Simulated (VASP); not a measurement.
Input:

```xyz
2
Lattice="3.3095 0.0000 0.0000 0.0000 3.3095 0.0000 0.0000 0.0000 3.3095" Properties=species:S:1:pos:R:3 pbc="T T T"
In     1.6547     1.6547     1.6547
Pd     0.0000     0.0000     0.0000
```

Computed with PBE GGA, VASP's PBE PAW potentials (set 64) (plane waves; VASP). Run with PREC = Normal, EDIFF = 1E-5, 400 eV cut-off, 12×12×12 Γ-centred mesh, first-order Methfessel-Paxton smearing of 0.10 eV, potentials In_d Pd.

Unless said otherwise, spin-orbit coupling is left out, though it shifts the bands of the heavy elements here.

Problem. Estimate the energy per atom (σ→0), band gap (on the k-mesh) with the smallest direct gap where there is one.

Solution. 
```
Quantity                                                    Result
------------------------  ----------------------------------------
band gap (on the k-mesh)  none (metal, semimetal or under 0.01 eV)
energy per atom (σ→0)                               -4.373 eV/atom
```

Only differences to runs with the same potentials and settings are physical.

The compound is PdIn in the CsCl type structure. It was relaxed first, which changed the volume by +6 %. The electron count is odd and the run is not spin-polarised, which forces a metal.
